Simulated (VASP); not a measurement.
# TcSe2 (Fm-3m) in VASP: further runs

Runs on TcSe2. Level: PBE+U. Tasks: single point.

Program: VASP 6.6.1. These are calculated values, not measurements. Logs are shortened: lines on timing, memory, paths and dates and some standing lists are left out, and cuts for length are marked.

## 1. The structure

The structure is cubic, space group Fm-3m (No. 225). The conventional cell has a = 6.291 Å, b = 6.291 Å, c = 6.291 Å, α = 90.00°, β = 90.00°, γ = 90.00°. Tc (site symmetry m-3m) is surrounded by 8 Se at 2.72 Å. Se (site symmetry -43m) is surrounded by 4 Tc at 2.72 Å.

The cell comes from a database or a generator and needn't be the stable form of this composition.

## 2. Single point, PBE+U, collinear spin, ferromagnetic start

INCAR

```
SYSTEM = TcSe2
ALGO = Fast
EDIFF = 1E-6
ENCUT = 520
GGA = PE
ISIF = 2
ISMEAR = 0
ISPIN = 2
LASPH = .TRUE.
LCHARG = .FALSE.
LDAU = .TRUE.
LDAUJ = 0 0
LDAUL = 2 -1
LDAUPRINT = 1
LDAUTYPE = 2
LDAUU = 8 0
LMAXMIX = 4
LORBIT = 11
LREAL = .FALSE.
LWAVE = .FALSE.
MAGMOM = 0.5 0 0
NBANDS = 24
NELM = 60
PREC = Accurate
SIGMA = 0.05
```

KPOINTS

```
k-points
0
G
  5 5 5
  0 0 0
```

POSCAR

```
TcSe2
1.0
    0.0000000000      3.1457489900      3.1457489900
    3.1457489900      0.0000000000      3.1457489900
    3.1457489900      3.1457489900      0.0000000000
Tc Se
1 2
Direct
    0.0000000000      0.0000000000      0.0000000000
    0.2500000000      0.2500000000      0.2500000000
    0.7500000000      0.7500000000      0.7500000000
```

Potentials or basis: VASP PAW PBE potentials, release 64 (Tc_pv, Se).

Launch:

```console
> cat potpaw_PBE.64/Tc_pv/POTCAR potpaw_PBE.64/Se/POTCAR > POTCAR
> mpirun -np 1 vasp_std > vasp.out
```

OUTCAR:

```text
SYSTEM = TcSe2
   EDIFF = 1E-6
   ENCUT = 520
   GGA = PE
   ISIF = 2
   ISMEAR = 0
   ISPIN = 2
   LASPH = .TRUE.
   LORBIT = 11
   LREAL = .FALSE.
   NELM = 60
   PREC = Accurate

 ion  position               nearest neighbor table
   1  0.000  0.000  0.000-   2 2.72   3 2.72   3 2.72   3 2.72   3 2.72   2 2.72   2 2.72   2 2.72

   2  0.250  0.250  0.250-   1 2.72   1 2.72   1 2.72   1 2.72
   3  0.750  0.750  0.750-   1 2.72   1 2.72   1 2.72   1 2.72

  LATTYP: Found a face centered cubic cell.
 ALAT       =     6.2914979800

  Lattice vectors:

 A1 = (   0.0000000000,   3.1457489900,   3.1457489900)
 A2 = (   3.1457489900,   0.0000000000,   3.1457489900)
 A3 = (   3.1457489900,   3.1457489900,   0.0000000000)

Analysis of symmetry for initial positions (statically):
=====================================================================
 Subroutine PRICEL returns:
 Original cell was already a primitive cell.

 Routine SETGRP: Setting up the symmetry group for a
 face centered cubic supercell.

 Subroutine GETGRP returns: Found 48 space group operations
 (whereof 48 operations were pure point group operations)
 out of a pool of 48 trial point group operations.

The static configuration has the point symmetry O_h .

Analysis of symmetry for dynamics (positions and initial velocities):
=====================================================================
 Subroutine PRICEL returns:
 Original cell was already a primitive cell.

 Routine SETGRP: Setting up the symmetry group for a
 face centered cubic supercell.

 Subroutine GETGRP returns: Found 48 space group operations
 (whereof 48 operations were pure point group operations)
 out of a pool of 48 trial point group operations.

The dynamic configuration has the point symmetry O_h .

Analysis of structural, dynamic, and magnetic symmetry:
=====================================================================
 Subroutine PRICEL returns:
 Original cell was already a primitive cell.

 Routine SETGRP: Setting up the symmetry group for a
 face centered cubic supercell.

 Subroutine GETGRP returns: Found 48 space group operations
 (whereof 48 operations were pure point group operations)
 out of a pool of 48 trial point group operations.

The overall configuration has the point symmetry O_h .

 Subroutine INISYM returns: Found 48 space group operations
[... 156 lines left out ...]
  o =  0.8968  v =  1.0000  0.0000  0.0000  0.0000  0.0000  0.0000  0.0000  0.0000  0.0000  0.0000      0.0000  0.0000  0.0000  0.0000  0.0000  0.0000  0.0000  0.0000  0.0000  0.0000
  o =  0.8968  v =  0.0000 -0.2695  0.0000 -0.9630  0.0000  0.0000  0.0000  0.0000  0.0000  0.0000      0.0000  0.0000  0.0000  0.0000  0.0000  0.0000  0.0000  0.0000  0.0000  0.0000
  o =  0.9266  v =  0.0000 -0.0000  0.9961  0.0000 -0.0879  0.0000  0.0000  0.0000  0.0000  0.0000      0.0000  0.0000  0.0000  0.0000  0.0000  0.0000  0.0000  0.0000  0.0000  0.0000
  o =  0.9266  v =  0.0000  0.0000 -0.0879 -0.0000 -0.9961  0.0000  0.0000  0.0000  0.0000  0.0000      0.0000  0.0000  0.0000  0.0000  0.0000  0.0000  0.0000  0.0000  0.0000  0.0000

 number of electron      24.9999998 magnetization       3.1916941

 Free energy of the ion-electron system (eV)
  ---------------------------------------------------
  ext. energy  EPLUGINS =         0.00000000
  ---------------------------------------------------
  free energy    TOTEN  =       -10.87672134 eV

  energy without entropy =      -10.87214540  energy(sigma->0) =      -10.87443337

 E-fermi :   6.6163     XC(G=0): -10.4962

 val. band max:        6.6141739693   @ k =   0.2000   0.2000   0.0000
 cond. band min:       6.9501523135   @ k =   0.4000   0.2000   0.0000
 fundamental gap:      0.3359783442
 Fermi energy:         6.6162548817

 spin component 1

 k-point     1 :       0.0000    0.0000    0.0000
  band No.  band energies     occupation
      1     -34.4214      1.00000
      2     -34.4214      1.00000
      3     -34.4214      1.00000
      4      -8.4062      1.00000
      5      -4.5427      1.00000
      6      -1.0683      1.00000
[... 259 lines left out ...]
     23      18.0164      0.00000
     24      18.8087      0.00000
 Fermi energy:         6.6162548817

 spin component 2

 k-point     1 :       0.0000    0.0000    0.0000
  band No.  band energies     occupation
      1     -31.4948      1.00000
      2     -31.4948      1.00000
      3     -31.4948      1.00000
      4      -8.7123      1.00000
      5      -5.0444      1.00000
      6       1.7229      1.00000
[... 259 lines left out ...]
     23      18.1530      0.00000
     24      19.3841      0.00000

------------------------ aborting loop because EDIFF is reached ----------------------------------------

  FORCE on cell =-STRESS in cart. coord.  units (eV):
  Direction    XX          YY          ZZ          XY          YZ          ZX
  --------------------------------------------------------------------------------------
  -------------------------------------------------------------------------------------
  Total        6.4284651      6.4284651      6.4284651      0.0000000      0.0000000      0.0000000
  in kB      165.4305369    165.4305369    165.4305369      0.0000000      0.0000000      0.0000000
  external PRESSURE =     165.4305369 kB  Pullay stress =       0.0000000 kB

 VOLUME and BASIS-vectors are now :
 -----------------------------------------------------------------------------
  energy-cutoff  :      520.00
  volume of cell :       62.26
      direct lattice vectors                 reciprocal lattice vectors
     0.000000000  3.145748990  3.145748990    -0.158944659  0.158944659  0.158944659
     3.145748990  0.000000000  3.145748990     0.158944659 -0.158944659  0.158944659
     3.145748990  3.145748990  0.000000000     0.158944659  0.158944659 -0.158944659

 POSITION                                       TOTAL-FORCE (eV/Angst)
 -----------------------------------------------------------------------------------
      0.00000      0.00000      0.00000         0.000000     -0.000000      0.000000
      1.57287      1.57287      1.57287        -0.000000     -0.000000     -0.000000
      4.71862      4.71862      4.71862         0.000000      0.000000      0.000000
 -----------------------------------------------------------------------------------
    total drift:                               -0.000000      0.000000      0.000000

  FREE ENERGIE OF THE ION-ELECTRON SYSTEM (eV)
  ---------------------------------------------------
  free  energy   TOTEN  =       -10.8767213356 eV

  energy  without entropy=      -10.8721453994  energy(sigma->0) =      -10.87443337

 total charge

# of ion       s       p       d       tot
------------------------------------------
    1        0.295   6.316   4.992  11.603
    2        1.504   2.307   0.043   3.855
    3        1.504   2.307   0.043   3.855
--------------------------------------------------
tot          3.304  10.931   5.078  19.313

 magnetization (x)

# of ion       s       p       d       tot
------------------------------------------
    1        0.052   0.060   4.028   4.140
    2        0.007  -0.393   0.007  -0.379
    3        0.007  -0.393   0.007  -0.379
--------------------------------------------------
tot          0.066  -0.725   4.041   3.382
```

stdout:

```text
POSCAR found type information on POSCAR TcSe
 POSCAR found :  2 types and       3 ions
 scaLAPACK will be used
 LDA part: xc-table for (Slater+PW92), standard interpolation
 POSCAR, INCAR and KPOINTS ok, starting setup
 FFT: planning ... GRIDC
 FFT: planning ... GRID_SOFT
 FFT: planning ... GRID
 WAVECAR not read
 entering main loop
```

Run time: 92 s. Hardware: 1 thread of AMD EPYC 7R43 (Zen 3), shared host; peak memory 0.21 GiB.

What came out:

```
Free energy                                           : -10.8767 eV
Pressure                                              : 16.5 GPa
Band gap on the k mesh                                : none (metal or under the smearing width)
Net moment                                            : 3.19 μB per cell
Site moments                                          : Tc +4.14; Se -0.38 μB
Valence electrons inside the program's atomic spheres : Tc 11.60; Se 3.85
```

Levels at points of the mesh, in eV from the Fermi level:
Spin up:
| k point | band 12 | band 13 | band 14 | band 15 | band 16 | band 17 |
| --- | --- | --- | --- | --- | --- | --- |
| (0.00, 0.00, 0.00) | -0.35 | -0.35 | -0.35 | -0.35 | -0.35 | 3.84 |
Spin down:
```csv
k point,band 7,band 8,band 9,band 10,band 11,band 12,band 13,band 14,band 15,band 16
"(0.00, 0.00, 0.00)",-4.89,-4.89,-0.71,-0.71,-0.71,2.08,2.08,4.40,4.40,4.40
```

Eigenvalues of the final occupation matrices:
| site | spin | trace | eigenvalues |
| --- | --- | --- | --- |
| site 1 d | 1 | 4.54 | 0.90 0.90 0.90 0.93 0.93 |
| site 1 d | 2 | 0.49 | 0.02 0.02 0.15 0.15 0.15 |

The state reached can hang on the start; a lower one may exist.

## 3. Single point, PBE+U, collinear spin, ferromagnetic start

INCAR

```
SYSTEM = TcSe2
  PREC = Accurate
  ENCUT = 520
  EDIFF = 1E-6
  ISMEAR = 0
  SIGMA = 0.05
  LREAL = .False.
  LASPH = .True.
  NELM = 100
  ALGO = Fast
  ISIF = 2
  LWAVE = .False.
  LCHARG = .False.
  ISPIN = 2
  MAGMOM = 0.5 0 0
  LORBIT = 11
  LMAXMIX = 4
  LDAU = .True.
  LDAUTYPE = 2
  LDAUL = 2 -1
  LDAUU = 8 0
  LDAUJ = 0 0
  LDAUPRINT = 1
  GGA = PE
  NBANDS = 24
```

KPOINTS

```
regular mesh
0
Gamma
  5 5 5
  0 0 0
```

POSCAR is that of step 2.

Potentials or basis: VASP PAW PBE potentials, release 64 (Tc_pv, Se).

Launch:

```console
> cat potpaw_PBE.64/Tc_pv/POTCAR potpaw_PBE.64/Se/POTCAR > POTCAR
> mpirun -np 1 vasp_std > vasp.out
```

Wall time 98 s (1 thread of AMD EPYC 7R43 (Zen 3), shared host); peak memory 0.21 GiB.

Results (log left out):

```
Free energy                                           : -10.8767 eV
Pressure                                              : 16.5 GPa
Band gap on the k mesh                                : none (metal or under the smearing width)
Net moment                                            : 3.19 μB per cell
Site moments                                          : Tc +4.14; Se -0.38 μB
Valence electrons inside the program's atomic spheres : Tc 11.60; Se 3.85
```

Levels at points of the mesh, in eV from the Fermi level:
Spin up:
| k point | band 11 | band 12 | band 13 | band 14 | band 15 | band 16 | band 17 | band 18 |
| --- | --- | --- | --- | --- | --- | --- | --- | --- |
| (0.00, 0.00, 0.00) | -0.35 | -0.35 | -0.35 | -0.35 | -0.35 | -0.35 | 3.84 | 3.92 |
Spin down:
```csv
k point,band 8,band 9,band 10,band 11,band 12,band 13,band 14,band 15
"(0.00, 0.00, 0.00)",-4.89,-0.71,-0.71,-0.71,2.08,2.08,4.40,4.40
```

Eigenvalues of the final occupation matrices:
| site | spin | trace | eigenvalues |
| --- | --- | --- | --- |
| site 1 d | 1 | 4.54 | 0.90 0.90 0.90 0.93 0.93 |
| site 1 d | 2 | 0.49 | 0.02 0.02 0.15 0.15 0.15 |

The state reached can hang on the start; a lower one may exist.

## 4. Single point, PBE+U, collinear spin, zero start

INCAR

```
SYSTEM = TcSe2
  PREC = Accurate
  ENCUT = 520
  EDIFF = 1E-6
  ISMEAR = 0
  SIGMA = 0.05
  LREAL = .FALSE.
  LASPH = .TRUE.
  NELM = 60
  ALGO = Fast
  ISIF = 2
  LWAVE = .FALSE.
  LCHARG = .FALSE.
  ISPIN = 2
  MAGMOM = 0 0 0
  LORBIT = 11
  LMAXMIX = 4
  LDAU = .TRUE.
  LDAUTYPE = 2
  LDAUL = 2 -1
  LDAUU = 8 0
  LDAUJ = 0 0
  LDAUPRINT = 1
  GGA = PE
```

KPOINTS

```
regular mesh
0
G
  5 5 5
  0 0 0
```

POSCAR is that of step 3.

Launch:

```console
> cat potpaw_PBE.64/Tc_pv/POTCAR potpaw_PBE.64/Se/POTCAR > POTCAR
> mpirun -np 1 vasp_std > vasp.out
```

Wall time 50 s (1 thread of AMD EPYC 7R43 (Zen 3), shared host); peak memory 0.2 GiB.

The run converged. Its results:

```yaml
Free_energy: -9.5948 eV
Pressure: 0.0 GPa
Band_gap_on_the_k_mesh: none (metal or under the smearing width)
Net_moment: 0.00 μB per cell
Valence_electrons_inside_the_program's_atomic_spheres: Tc 11.62; Se 3.80
```

Levels at points of the mesh, in eV from the Fermi level:
Spin up:
```tsv
k point	band 8	band 9	band 10	band 11	band 12	band 13	band 14	band 15	band 16
(0.00, 0.00, 0.00)	-4.15	-3.39	-3.39	0.36	0.36	0.36	4.43	4.43	4.43
```
Spin down:
```
           k point  band 10  band 11  band 12  band 13  band 14  band 15
(0.00, 0.00, 0.00)    -3.39     0.36     0.36     0.36     4.43     4.43
```

Eigenvalues of the final occupation matrices:
```
    site  spin  trace               eigenvalues
site 1 d     1   2.53  0.25 0.25 0.25 0.90 0.90
site 1 d     2   2.53  0.25 0.25 0.25 0.90 0.90
```

## 5. Single point, PBE+U, collinear spin, random start

INCAR

```
ALGO     = Normal         # electronic algorithm
EDIFF    = 1E-6           # SCF threshold, eV
ENCUT    = 520            # plane-wave cutoff, eV
GGA      = PE             # functional
ISIF     = 2              # what is computed and relaxed
ISMEAR   = 0              # smearing method
ISPIN    = 2              # spin polarisation
LASPH    = True           # aspherical terms in the spheres
LCHARG   = False          # write CHGCAR
LDAU     = True           # DFT+U
LDAUJ    = 0 0          
LDAUL    = 2 -1           # shell
LDAUPRINT= 1            
LDAUTYPE = 2            
LDAUU    = 8 0            # U, eV
LMAXMIX  = 4              # l up to which the mixer works
LORBIT   = 11             # projections on sites
LREAL    = False          # projectors in reciprocal space
LWAVE    = False          # write WAVECAR
MAGMOM   = -0.28 0 0      # initial moments
NBANDS   = 24             # bands
NELM     = 60             # most SCF steps
PREC     = Accurate       # precision mode
SIGMA    = 0.05           # smearing width, eV
```

KPOINTS

```
k-points
0
Gamma
  5 5 5
```

POSCAR is that of step 4.

Launch:

```console
> cat potpaw_PBE.64/Tc_pv/POTCAR potpaw_PBE.64/Se/POTCAR > POTCAR
> mpirun -np 1 vasp_std > vasp.out
```

It took 2.1 min on 1 thread of AMD EPYC 7R43 (Zen 3), shared host; peak memory 0.21 GiB.

It converged, with:

```yaml
Free_energy: -9.0441 eV
Pressure: 3.2 GPa
Band_gap_on_the_k_mesh: none (metal or under the smearing width)
Net_moment: -1.52 μB per cell
Site_moments: Tc -1.23; Se -0.08 μB
Valence_electrons_inside_the_program's_atomic_spheres: Tc 11.68; Se 3.79
```

Levels at points of the mesh, in eV from the Fermi level:
Spin up:
| k point | band 7 | band 8 | band 9 | band 10 | band 11 | band 12 | band 13 | band 14 | band 15 | band 16 |
| --- | --- | --- | --- | --- | --- | --- | --- | --- | --- | --- |
| (0.00, 0.00, 0.00) | -6.31 | -6.31 | -0.99 | -0.99 | -0.99 | 1.17 | 1.17 | 1.17 | 1.45 | 1.45 |
Spin down:
```tsv
k point	band 11	band 12	band 13	band 14	band 15	band 16
(0.00, 0.00, 0.00)	-1.09	-1.09	-1.09	2.03	2.03	2.03
```

Eigenvalues of the final occupation matrices:
```csv
site,spin,trace,eigenvalues
site 1 d,1,1.98,0.03 0.03 0.64 0.64 0.64
site 1 d,2,3.17,0.45 0.45 0.45 0.91 0.91
```

The state reached can hang on the start; a lower one may exist.

## 6. Overview

```tsv
spin	gap on the mesh (eV)	pressure (GPa)	moment (μB)
collinear, ferromagnetic start	none	16.5	3.19
collinear, zero start	none	0.0	0.00
collinear, random start	none	3.2	1.52
```

Alike in all rows: task single point; level PBE+U; potentials or basis VASP PAW PBE potentials, release 64 (Tc_pv, Se); Tc d U = 8 eV; cell as given; k mesh 5 × 5 × 5; cutoff (eV) 520; smearing gaussian 0.05 eV.

Every run on the cell as given and a fine mesh finds a metal.

Total energies depend on the potentials used, so only differences within one code and one set of settings carry meaning.
